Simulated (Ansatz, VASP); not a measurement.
**SnO2 (Cassiterite): VASP beside Ansatz**

One calculation is typed for both programs; each brings its own data sets. How far apart do they land? Of the first pair: The structure shown is the end of the Ansatz relaxation below.

Calculated with Ansatz 0.2.0; plane waves, with VASP 6.6.1 beside it; r2SCAN.

## 1. The starting structure

Symmetry: P4_2/mnm, No. 136, tetragonal system. Conventional cell: a = 4.719 Å, b = 4.719 Å, c = 3.188 Å, α = 90.00°, β = 90.00°, γ = 90.00°. Nearest to Sn lie 6 O at 2.04 to 2.06 Å. O has 3 Sn at 2.04 to 2.06 Å nearest. Farther neighbours and most contacts between anions are not listed.

## 2. Ansatz: relaxation, r2SCAN

Ansatz runs on its PAW soft_1 files.

This run makes the geometry at which the two programs are then compared.

The input, input.yaml:

```yaml
crystal:
  lattice:
    - [4.7263469071, 0.0, 0.0]
    - [0.0, 4.7263469071, 0.0]
    - [0.0, 0.0, 3.1785568903]
  atoms:
    - { symbol: Sn, position: [0.0, 0.0, 0.0] }
    - { symbol: Sn, position: [0.5, 0.5, 0.5] }
    - { symbol: O, position: [0.3059045337, 0.3059045337, 0.0] }
    - { symbol: O, position: [0.1940954663, 0.8059045337, 0.5] }
    - { symbol: O, position: [0.6940954663, 0.6940954663, 0.0] }
    - { symbol: O, position: [0.8059045337, 0.1940954663, 0.5] }
kpoints:
  mp_grid: { grid: [6, 6, 8] }
hamiltonian:
  xc: r2scan
  pseudopotentials: { kind: paw, azcp: { folder: soft_1 } }
scf:
  occupations: { method: gaussian, width: 0.02 }
output:
  forces: true
  stress: true
  eigenvalues: true
basis:
  ecutwfc: 600.0
relax:
  adjacent_minimum: "off"
  f_tol: 0.001
  max_steps: 60
  cell: { stress_tol: 0.02, fix: [volume] }
```

Command:

```
$ ansatz run input.yaml --threads 4 --pin off --max-ram 9216MiB --backend cpu --events-out ev --progress --plain --runs-dir out
```

Numbers of over 12 decimals in the logs are rounded to 6 here.

Log:

```text
Engine: ansatz 0.2.0, x86_64-unknown-linux-gnu
Pseudopotentials: kind: paw
Pseudopotential: Sn, paw, valence charge 14, recommended cutoff 500 eV (meta_gga), soft_1/Sn.paw.azcp
Pseudopotential: O, paw, valence charge 6, recommended cutoff 500 eV (meta_gga), soft_1/O.paw.azcp
Functional definition: r2SCAN
  parameter k0 = 0.174
  parameter k1 = 0.065
  parameter a1 = 4.9479
  exchange = r2scan_x(k0 = k0, k1 = k1, a1 = a1)
  correlation = r2scan_c
Crystal: 6 atoms, lattice volume = 71.004 Å³
Basis set: ecut = 600 eV, 2393 PW (Γ), exchange–correlation on 160×160×108 points (64 copies of the dense FFT grid, shifted against one another)
Bands: 32, of which v1, the nominal top of the filled ones, is band 26 counted from 1 (25 counted from 0)
Symmetry: 16 space group operations
Space group: P42/mnm (ITA 136), of the structure as read, at distance tolerance 4.1e-5 Å
k-points: 50 of 288
Non-local potential: Sn, projectors of the file, l = 0: 2, l = 1: 2, l = 2: 2, l = 3: 1
Non-local potential: O, projectors of the file, l = 0: 2, l = 1: 2, l = 2: 1
PAW form: soft (Blöchl's): semilocal exchange-correlation on the pseudo side does not see the compensation charge
PAW frozen core: Sn, regenerated for the run's functional (the file was generated under x = pbe(κ = 0.804, μ = 0.219515), c = pbe(β = 0.066725))
PAW frozen core: O, regenerated for the run's functional (the file was generated under x = pbe(κ = 0.804, μ = 0.219515), c = pbe(β = 0.066725))
PAW one-centre angular grid: Sn, 590 points (default); XC on 160 Gauss nodes
PAW one-centre angular grid: O, 302 points (default); XC on 160 Gauss nodes
Initial density: superposition of atomic densities (chi_scale 0.1, normalization cell, long waves kept (reshape's long-wave potential 0.00 eV rms))
Initial wavefunctions: pseudopotential atomic-orbital guess
Functional: x = r2scan, c = r2scan; τ floored in thin density (d = 2e-4 eV/Å³)
SCF iter   1: F=—  HF=-14352.828379 eV  |F-HF|=—  |Δ(HF+E_count)|=         —  Δρ=8.58e-2  dr2=4.18e0  dr2_τ=5.46e-1  ethr=3.10e-3  ⟨swp⟩=6.2  Hψ=7381  notcnv=0
preconditioner: auto → Resta (q_TF=auto, 2.590 Å⁻¹)  ε∞=3.2  [insulator: Δε(μ)=2.246 eV  Ē_g=21.339 eV  σ=0.020 eV  W_gap=1.00  n_scr=18 (ndim 8)  ℏωp=31.8 eV  f_vac=0.000  D(μ)=0.00/eV (n_scr^D=0)  ε∞_Penn≈3.2]
SCF iter   2: F=—  HF=-14352.414341 eV  |F-HF|=—  |Δ(HF+E_count)|=   4.14e-1  Δρ=4.14e-2  dr2=6.56e-1  dr2_τ=6.71e-2  ethr=3.10e-3  ⟨swp⟩=2.0  Hψ=3003  notcnv=0  defer=91
SCF iter   3: F=—  HF=-14352.548016 eV  |F-HF|=—  |Δ(HF+E_count)|=   1.34e-1  Δρ=1.38e-2  dr2=1.03e-1  dr2_τ=7.74e-3  ethr=1.26e-3  ⟨swp⟩=3.0  Hψ=2979  notcnv=0  defer=91
SCF iter   4: F=—  HF=-14352.557401 eV  |F-HF|=—  |Δ(HF+E_count)|=   9.38e-3  Δρ=2.53e-3  dr2=2.26e-3  dr2_τ=3.78e-4  ethr=1.98e-4  ⟨swp⟩=2.1  Hψ=2335  notcnv=0  defer=91
SCF iter   5: F=—  HF=-14352.558579 eV  |F-HF|=—  |Δ(HF+E_count)|=   1.18e-3  Δρ=6.11e-4  dr2=1.45e-4  dr2_τ=1.54e-5  ethr=4.35e-6  ⟨swp⟩=2.0  Hψ=2293  notcnv=0  defer=91
SCF iter   6: F=—  HF=-14352.558670 eV  |F-HF|=—  |Δ(HF+E_count)|=   9.05e-5  Δρ=1.03e-4  dr2=5.16e-6  dr2_τ=6.22e-7  ethr=2.80e-7  ⟨swp⟩=2.0  Hψ=2189  notcnv=0  defer=91
SCF iter   7: F=—  HF=-14352.558669 eV  |F-HF|=—  |Δ(HF+E_count)|=   3.67e-7  Δρ=8.80e-6  dr2=4.37e-8  dr2_τ=2.81e-9  ethr=1.92e-10  ⟨swp⟩=10.5  Hψ=9034  notcnv=0
SCF iter   8: F=-14352.558669 eV  HF=-14352.558669 eV  |F-HF|=8.37e-11  |Δ(HF+E_count)|=   2.78e-8  Δρ=1.44e-6  dr2=1.39e-9  dr2_τ=9.23e-11  ethr=8.41e-11  ⟨swp⟩=2.1  Hψ=6057  notcnv=0
SCF 1 converged in 8 iterations: F = -14352.558669 eV  dr2 = 1.39e-9
  greatest PAW one-centre occupation: 0.995 electrons in one spin orbital (limit 2), on the Sn atom at site 1 (counted from 0), in its partial waves of l = 2
relax step   1: F+E_penalty+E_count = -14352.55866935 eV  Δ(F+E_penalty+E_count) = +0.000e0 eV  max|allowed force component| = 5.199e-2 eV/Å  Δτ_max = 0.0000 Å  P = +4.574 GPa  Ω = 71.004 Å³  fix = [volume]  reactions: volume +4.574 GPa  (8 SCF iters, dr2 threshold 1.00e-7 eV, accepted)
[...]
relax step   2: F+E_penalty+E_count = -14352.55954433 eV  Δ(F+E_penalty+E_count) = -8.750e-4 eV  max|allowed force component| = 3.971e-2 eV/Å  Δτ_max = 0.0001 Å  P = +4.421 GPa  Ω = 71.004 Å³  fix = [volume]  reactions: volume +4.421 GPa  (4 SCF iters, dr2 threshold 6.00e-7 eV, accepted)
[...]
relax step   3: F+E_penalty+E_count = -14352.55980903 eV  Δ(F+E_penalty+E_count) = -2.647e-4 eV  max|allowed force component| = 1.135e-2 eV/Å  Δτ_max = 0.0028 Å  P = +4.306 GPa  Ω = 71.004 Å³  fix = [volume]  reactions: volume +4.306 GPa  (6 SCF iters, dr2 threshold 1.35e-7 eV, accepted)
[...]
relax step   4: F+E_penalty+E_count = -14352.55983147 eV  Δ(F+E_penalty+E_count) = -2.244e-5 eV  max|allowed force component| = 2.362e-5 eV/Å  Δτ_max = 0.0007 Å  P = +4.318 GPa  Ω = 71.004 Å³  energy of the carried Pulay correction = -2.790e-17 eV  fix = [volume]  reactions: volume +4.318 GPa  (5 SCF iters, dr2 threshold 8.06e-9 eV, accepted)
[...]
relax step   5: F+E_penalty+E_count = -14352.55982984 eV  Δ(F+E_penalty+E_count) = +1.629e-6 eV  max|allowed force component| = 1.059e-5 eV/Å  Δτ_max = 0.0000 Å  P = +4.318 GPa  Ω = 71.004 Å³  fix = [volume]  reactions: volume +4.318 GPa  stress off target by 5.03e-4 GPa on what of the cell is left free  SCF on the basis re-selected at this cell (its energy is not comparable with the rows above)  (5 SCF iters)
basis re-selected at this cell: Δ(F+E_penalty+E_count) = +1.629e-6 eV, ΔP = -0.000 GPa vs the last step (what re-selecting the basis moved, of the pressure what is left beyond the Pulay correction that the steps carried, after the strain that the cell walked since its last selection, with what the two solves' SCF thresholds leave and, on support functions, any second-order correction that the steps lacked; it is no m [...]
SCF converged after 5 iterations
Free energy (F): -14352.559830 eV
Harris-Foulkes:  -14352.559830 eV  (|F-HF|=1.09e-11)
Internal energy: -14352.559830 eV  (E = F + TS)
E sigma→0 (E₀):  -14352.559830 eV
Fermi energy:    10.247552 eV
--- Per-component energies (eV) ---
  E_band       = -145.533747
  E_kinetic    = 1024.325539
  E_local      = -3145.071731  (includes V_loc(G=0)·N_el)
  E_nonlocal   = 498.229068
  E_hartree    = 1440.516181
  E_xc         = -513.641723
  E_vxc        = -576.837238  (∫ρ·V_xc dr)
  E_paw        = -9460.861236  (= ΣΔE_a)
  E_vpaw       = -863.293664  (= ΣTr[D̂ρ^β])
  E_aug_tail   = 0.000883  (compensation charges beyond the density's cutoff)
  E_vtau       = 36.081034  (kinetic-family band-sum trace: ∫τ·v_τ [+ j·A + Jᵃ·Aᵃ] dr)
  E_ewald      = -4197.399689
  E_core_change = 1.342878  (= ΣΔE_core)
  E_smearing   = -0.000000  (= −TS)
  E_closure    = -0.000000  (closes the sum)
  Σ components = -14352.559830   (vs F -14352.559830, Δ=0.00e0)
--- Forces (eV/Å), atoms counted from 1 ---
  atom   1  Sn     0.00000000    -0.00000000     0.00000000
  atom   2  Sn     0.00000000     0.00000000     0.00000000
  atom   3  O     -0.00001059    -0.00001059     0.00000000
  atom   4  O      0.00001059    -0.00001059     0.00000000
  atom   5  O      0.00001059     0.00001059     0.00000000
  atom   6  O     -0.00001059     0.00001059     0.00000000
  max |Σ_I F_I| component: 1.73e-18 eV/Å
--- Stress (GPa, compression-positive) ---
        4.317651       0.000000       0.000000
        0.000000       4.317651       0.000000
        0.000000       0.000000       4.318406
  P = ⅓ Tr σ = 4.3179 GPa (43.179 kbar)
--- Band table (eV; the first three rows and the last of 50) ---
  k-point 0: bands = [... 22 lower, 8.0399, 8.4564, 8.4564, 9.2376, 11.2575, 16.2468, 16.3783, 16.3783, ... 2 higher]
  k-point 1: bands = [... 22 lower, 7.4648, 8.4925, 8.4925, 9.1007, 12.1754, 16.5850, 17.0442, 17.0442, ... 2 higher]
  k-point 2: bands = [... 22 lower, 6.8291, 8.3853, 8.3853, 8.7150, 13.8223, 17.1043, 18.5354, 18.5354, ... 2 higher]
  k-point 49: bands = [... 22 lower, 8.2779, 8.2779, 8.3729, 8.3729, 14.9806, 14.9806, 19.0108, 19.0108, ... 2 higher]
--- Relaxed structure (4 steps of the walk, 4 accepted, 1 SCFs on fresh bases) ---
  F+E_penalty+E_count = -14352.55982984 eV   max|allowed force component| = 1.059e-5 eV/Å   (the final SCF, on the basis selected at the relaxed cell)
  cell:  # Å, volume = 71.0037 Å³
    - [4.719252, 0.0, 0.0]
    - [0.0, 4.719252, 0.0]
    - [0.0, 0.0, 3.188121]
  atoms:
    - { symbol: Sn, position: [0, 0, 0.0] }
    - { symbol: Sn, position: [0.5, 0.5, 0.5] }
    - { symbol: O, position: [0.305568, 0.305568, 0.0] }
    - { symbol: O, position: [0.194432, 0.805568, 0.5] }
    - { symbol: O, position: [0.694432, 0.694432, 0.0] }
    - { symbol: O, position: [0.805568, 0.194432, 0.5] }
```

## 3. VASP: single point, r2SCAN, cell relaxed in part, pair 1

The same cell, functional, mesh and smearing now go to VASP, with its own data sets.

Lines of VASP's logs that name or quote its potential files are left out, and so is its time.

The input, INCAR:

```
SYSTEM = SnO2
PREC = Accurate
ENCUT = 660
EDIFF = 1E-06
NELM = 120
ISMEAR = 0
SIGMA = 0.02
LREAL = .FALSE.
ALGO = Normal
METAGGA = R2SCAN
LASPH = .TRUE.
NBANDS = 32
LORBIT = 11
LWAVE = .FALSE.
LCHARG = .FALSE.
ISIF = 2
GGA_COMPAT = .FALSE.
EFERMI = MIDGAP
LMIXTAU = .TRUE.
KPAR = 2
```

The input, POSCAR:

```
SnO2
1.0
    4.7192524729      0.0000000000      0.0000000000
    0.0000000000      4.7192524729      0.0000000000
    0.0000000000      0.0000000000      3.1881206984
Sn O
2 4
Direct
    0.0000000000      0.0000000000      0.0000000000
    0.5000000000      0.5000000000      0.5000000000
    0.3055682220      0.3055682220      0.0000000000
    0.1944317780      0.8055682220      0.5000000000
    0.6944317780      0.6944317780      0.0000000000
    0.8055682220      0.1944317780      0.5000000000
```

The input, KPOINTS:

```
Automatic mesh
0
Gamma
6 6 8
0 0 0
```

The projector-augmented-wave data sets are Sn_d and O (PBE family, release 64).

Command:

```
$ mpirun -np 2 vasp_std
```

Log:

```text
[banner, memory and clock lines left out]
running    2 mpi-ranks, on    1 nodes
 distrk:  each k-point on    1 cores,    2 groups
 distr:  one band on    1 cores,    1 groups

 POSCAR found type information on POSCAR SnO
 POSCAR found :  2 types and       6 ions
|                                                                             |
|               ----> ADVICE to this user running VASP <----                  |
|                                                                             |
|     You enforced a specific xc type in the INCAR file but a different       |
|     [... a line on the potential file left out ...]
|     I HOPE YOU KNOW WHAT YOU ARE DOING!                                     |
|                                                                             |

 LDA part: xc-table for (None), standard interpolation
 POSCAR, INCAR and KPOINTS ok, starting setup
 FFT: planning ... GRIDC
 FFT: planning ... GRID_SOFT
 FFT: planning ... GRID
 WAVECAR not read
 entering main loop
       N       E                     dE             d eps       ncg     rms          rms(c)
DAV:   1     0.647023843782E+03    0.64702E+03   -0.30689E+04  3560   0.302E+03
DAV:   2     0.768860254369E+01   -0.63934E+03   -0.60989E+03  3552   0.765E+02
DAV:   3    -0.975114509793E+02   -0.10520E+03   -0.10374E+03  3472   0.244E+02
DAV:   4    -0.103216400536E+03   -0.57049E+01   -0.56675E+01  3944   0.610E+01
DAV:   5    -0.103386421459E+03   -0.17002E+00   -0.16994E+00  3976   0.109E+01    0.161E+01
DAV:   6    -0.871988210511E+02    0.16188E+02   -0.14678E+01  5008   0.716E+01    0.716E+00
DAV:   7    -0.835611825880E+02    0.36376E+01   -0.27493E+00  4656   0.174E+01    0.330E+00
DAV:   8    -0.894224972483E+02   -0.58613E+01   -0.16066E+00  4192   0.127E+01    0.221E+00
DAV:   9    -0.845410949022E+02    0.48814E+01   -0.65419E-01  3360   0.708E+00    0.510E-01
DAV:  10    -0.846082479468E+02   -0.67153E-01   -0.27143E-01  4080   0.443E+00    0.344E-01
DAV:  11    -0.846190236040E+02   -0.10776E-01   -0.21353E-02  3992   0.144E+00    0.234E-01
DAV:  12    -0.846119959029E+02    0.70277E-02   -0.81520E-03  4976   0.110E+00    0.770E-02
DAV:  13    -0.845925194546E+02    0.19476E-01   -0.77236E-03  3712   0.887E-01    0.523E-02
DAV:  14    -0.846206020549E+02   -0.28083E-01   -0.76986E-03  3640   0.894E-01    0.627E-02
DAV:  15    -0.846206282018E+02   -0.26147E-04   -0.29139E-04  3976   0.188E-01    0.396E-02
DAV:  16    -0.846209230520E+02   -0.29485E-03   -0.72482E-05  3640   0.785E-02    0.249E-02
DAV:  17    -0.846210297160E+02   -0.10666E-03   -0.38239E-05  3688   0.529E-02    0.487E-03
DAV:  18    -0.846210604993E+02   -0.30783E-04   -0.15126E-05  4080   0.502E-02    0.489E-03
DAV:  19    -0.846210592967E+02    0.12026E-05   -0.16734E-06  2616   0.138E-02    0.392E-03
DAV:  20    -0.846210622851E+02   -0.29884E-05   -0.12721E-06  2480   0.113E-02    0.245E-03
DAV:  21    -0.846210622395E+02    0.45616E-07   -0.18322E-07  2232   0.532E-03
   1 F= -.84621062E+02 E0= -.84621062E+02  d E =0.000000E+00
```

OUTCAR, selected parts (step 3):

```text
ion  position               nearest neighbor table
   1  0.000  0.000  0.000-   3 2.04   5 2.04   4 2.06   6 2.06   4 2.06   6 2.06   2 3.70   2 3.70
                             2 3.70   2 3.70   2 3.70   2 3.70   2 3.70   2 3.70
   2  0.500  0.500  0.500-   4 2.04   6 2.04   5 2.06   3 2.06   3 2.06   5 2.06   1 3.70   1 3.70
                             1 3.70   1 3.70   1 3.70   1 3.70   1 3.70   1 3.70
   3  0.306  0.306  0.000-   1 2.04   2 2.06   2 2.06
   4  0.194  0.806  0.500-   2 2.04   1 2.06   1 2.06
   5  0.694  0.694  0.000-   1 2.04   2 2.06   2 2.06
   6  0.806  0.194  0.500-   2 2.04   1 2.06   1 2.06

  LATTYP: Found a simple tetragonal cell.
 ALAT       =     4.7192524729
 C/A-ratio  =     0.6755562913

 Subroutine GETGRP returns: Found 16 space group operations
 (whereof  8 operations were pure point group operations)

The static configuration has the point symmetry D_2h.
 The point group associated with its full space group is D_4h.

 Found     50 irreducible k-points:

   k-points           NKPTS =     50   k-points in BZ     NKDIM =     50   number of bands    NBANDS=     32

   dimension x,y,z NGX =    40 NGY =   40 NGZ =   28
   dimension x,y,z NGXF=    80 NGYF=   80 NGZF=   56

   ENCUT  =  660.0 eV  48.51 Ry    6.96 a.u.   9.89  9.89  6.68*2*pi/ulx,y,z

   NELECT =      52.0000    total number of electrons

 k-points in reciprocal lattice and weights: Automatic mesh
   0.00000000  0.00000000  0.00000000       0.003
   0.16666667  0.00000000  0.00000000       0.014
   0.33333333  0.00000000  0.00000000       0.014
   0.50000000  0.00000000  0.00000000       0.007
   0.16666667  0.16666667  0.00000000       0.014
   0.33333333  0.16666667  0.00000000       0.028
   0.50000000  0.16666667  0.00000000       0.014
   0.33333333  0.33333333  0.00000000       0.014
   0.50000000  0.33333333  0.00000000       0.014
[...]
0.50000000  0.33333333  0.50000000       0.014
   0.50000000  0.50000000  0.50000000       0.003

 average (electrostatic) potential at core
       1-104.7994       2-104.7994       3 -71.4479       4 -71.4479       5 -71.4479
       6 -71.4479

 E-fermi :   6.8199

 k-point     1 :       0.0000    0.0000    0.0000
  band No.  band energies     occupation
    ...
     22       4.5828      2.00000
     23       4.5828      2.00000
     24       5.0109      2.00000
     25       5.0109      2.00000
     26       5.8024      2.00000
     27       7.8374      0.00000
     28      12.7921      0.00000
     29      12.9464      0.00000
     30      12.9464      0.00000
     31      17.0251      0.00000
    ...

 k-point     2 :       0.1667    0.0000    0.0000
  band No.  band energies     occupation
    ...
     22       4.5172      2.00000
     23       4.5903      2.00000
     24       4.6082      2.00000
     25       5.0321      2.00000
     26       5.6634      2.00000
     27       8.4863      0.00000
     28      12.5566      0.00000
     29      13.0640      0.00000
     30      13.2090      0.00000
     31      17.3479      0.00000
    ...

 k-point     3 :       0.3333    0.0000    0.0000
  band No.  band energies     occupation
    ...
     22       4.1690      2.00000
     23       4.6090      2.00000
     24       4.6328      2.00000
     25       5.0868      2.00000
     26       5.3646      2.00000
     27       9.7602      0.00000
     28      12.0193      0.00000
     29      13.4111      0.00000
     30      13.5873      0.00000
     31      17.8543      0.00000
    ...

  Total        2.3648457      2.3648457      2.5931965      0.0000000      0.0000000      0.0000000
  in kB       53.3620145     53.3620145     58.5146793      0.0000000      0.0000000      0.0000000
  external PRESSURE =      55.0795695 kB  Pullay stress =       0.0000000 kB

  energy-cutoff  :      660.00
  volume of cell :       71.00
      direct lattice vectors                 reciprocal lattice vectors
     4.719252473  0.000000000  0.000000000     0.211897966  0.000000000  0.000000000
     0.000000000  4.719252473  0.000000000     0.000000000  0.211897966  0.000000000
     0.000000000  0.000000000  3.188120698     0.000000000  0.000000000  0.313664411

 POSITION                                       TOTAL-FORCE (eV/Angst)
 -----------------------------------------------------------------------------------
      0.00000      0.00000      0.00000         0.000000     -0.000000      0.000000
      2.35963      2.35963      1.59406         0.000000     -0.000000      0.000000
      1.44205      1.44205      0.00000        -0.018634     -0.018634      0.000000
      0.91757      3.80168      1.59406         0.018634     -0.018634      0.000000
      3.27720      3.27720      0.00000         0.018634      0.018634      0.000000
      3.80168      0.91757      1.59406        -0.018634      0.018634      0.000000
 -----------------------------------------------------------------------------------
    total drift:                                0.000000     -0.000000     -0.000000

  FREE ENERGIE OF THE ION-ELECTRON SYSTEM (eV)
  ---------------------------------------------------
  free  energy   TOTEN  =       -84.6210622395 eV

  energy  without entropy=      -84.6210622395  energy(sigma->0) =      -84.62106224

 total charge
# of ion       s       p       d       tot
------------------------------------------
    1        0.833   1.133  10.404  12.370
    2        0.833   1.133  10.404  12.370
    3        1.559   3.557   0.000   5.116
    4        1.559   3.557   0.000   5.116
    5        1.559   3.557   0.000   5.116
    6        1.559   3.557   0.000   5.116
--------------------------------------------------
tot          7.902  16.496  20.807  45.205

[... 3 further parts left out ...]
```

The run ends at a pressure of 5.51 GPa, with forces up to 0.026 eV/Å.

## 4. Side by side

Known differences besides the potentials themselves: VASP keeps PBE cores, Ansatz makes them for the functional; the cutoff is 600 eV in Ansatz and 660 eV in VASP; Ansatz's pressure holds a Pulay correction, VASP's none. Total energies have different zeros and are not compared.

Both answers:

```csv
quantity,Ansatz,VASP,difference
pressure (GPa),4.32,5.51,-1.19
gap on the k mesh (eV),2.020,2.035,-0.015
```

The largest component of a force difference here is 19 meV/Å. A gap on the mesh is an upper bound, since the band edges may lie between its points.

(Continued in part 2 of 2.)

[Lines on the potential files, build, host, timing and source positions are cut from VASP's logs without a mark.]

[Logs are printed without paths, hosts, clocks, repeated set-up lines and the standing remarks that a program may print on its own settings, such as how far it seeks lower states.]

[Hosts, paths, dates, database ids (printed as entryN), source tags and the programs' standing remarks are cut or masked in the printed files.]
